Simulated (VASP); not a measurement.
```
CoTi
1.0
    3.04980     0.00000     0.00000
    0.00000     3.04980     0.00000
    0.00000     0.00000     3.04980
Ti Co
1 1
Direct
  0.00000   0.00000   0.00000
  0.50000   0.50000   0.50000
```

The base run (VASP): PBE GGA, plane waves, VASP's PBE PAW potentials (set 64). Run with 400 eV cut-off, 11×11×11 Γ-centred mesh, first-order Methfessel-Paxton smearing of 0.10 eV, potentials Ti_sv Co.

One setting is varied; ΔE counts from the base run. The base run took about 30 core-seconds. The timings are rough (shared machines, no repeats); factors under 2 mean little.

Pressures at a finite cut-off, here 400 eV, hold a Pulay part, which wasn't tested here.

```csv
setting,cost over the base run,electronic steps,ΔE (meV/atom),pressure (GPa)
base run,reference,16,0.0,-12.63
ISYM = 1,within a factor of 2,16,0.0,-12.63
SYMPREC = 1E-3,within a factor of 2,16,0.0,-12.63
ISYM = 0,about 10 times,16,0.0,-12.63
```

Left out are runs that failed, have no time on record or changed the cell.

The compound is TiCo in the CsCl type structure. The cell was not relaxed at this level.
